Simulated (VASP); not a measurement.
Input for VASP

**INCAR**
```
SYSTEM  =  InAs
PREC  =  Accurate; ENCUT  =  520; LREAL  =  .FALSE.
LASPH  =  .TRUE.
EDIFF  =  1E-6; NELM  =  100; ALGO  =  Normal
LMAXMIX  =  4
ISMEAR  =  1; SIGMA  =  0.1
IBRION  =  2; NSW  =  60; ISIF  =  3
EDIFFG  =  -0.01
LWAVE  =  .FALSE.; LCHARG  =  .FALSE.
```

File KPOINTS:
```
K-points
0
gamma
 10 10 10
0 0 0
```

File POSCAR:
```
InAs
1
   -0.0000000000     3.0161634892     3.0161634892
    3.0161634892     0.0000000000     3.0161634892
    3.0161634892     3.0161634892    -0.0000000000
In As
1 1
Direct
  0.0000000000   0.0000000000   0.0000000000
  0.2500000000   0.2500000000   0.2500000000
```

POTCAR, in this order: In_d As (LDA.64 set). Program: vasp_std.

**Question.** Translate this LDA calculation to Ansatz.

**Answer.** One equivalent input (not run):
Ansatz 0.2 input:
```yaml
crystal:
  lattice:
    - [0.0000000, 3.0161635, 3.0161635]
    - [3.0161635, 0.0000000, 3.0161635]
    - [3.0161635, 3.0161635, 0.0000000]
  atoms:
    - { symbol: In, position: [0.0000000, 0.0000000, 0.0000000] }
    - { symbol: As, position: [0.2500000, 0.2500000, 0.2500000] }
kpoints:
  mp_grid: { grid: [10, 10, 10] }
hamiltonian:
  xc: lda
  pseudopotentials: { kind: paw }
scf:
  occupations: { method: methfessel_paxton, width: 0.1 }
  max_iter: 100
relax:
  max_steps: 60
  f_tol: 0.01
  cell: {}
output: { forces: true, stress: true, eigenvalues: true }
```
Limits of the translation: each code has its own PAW files, so the cut-off isn't converted (ENCUT is set for VASP's; basis.ecutwfc is left out, and Ansatz then takes the one that its files recommend); Ansatz stops its SCF on the density residual and VASP on the energy change (EDIFF); Ansatz's lda is the Perdew-Wang form, while the LDA potentials of VASP carry Perdew-Zunger's.

The compound is InAs in the zinc blende structure. It was relaxed first. The start is the result of an earlier pass.
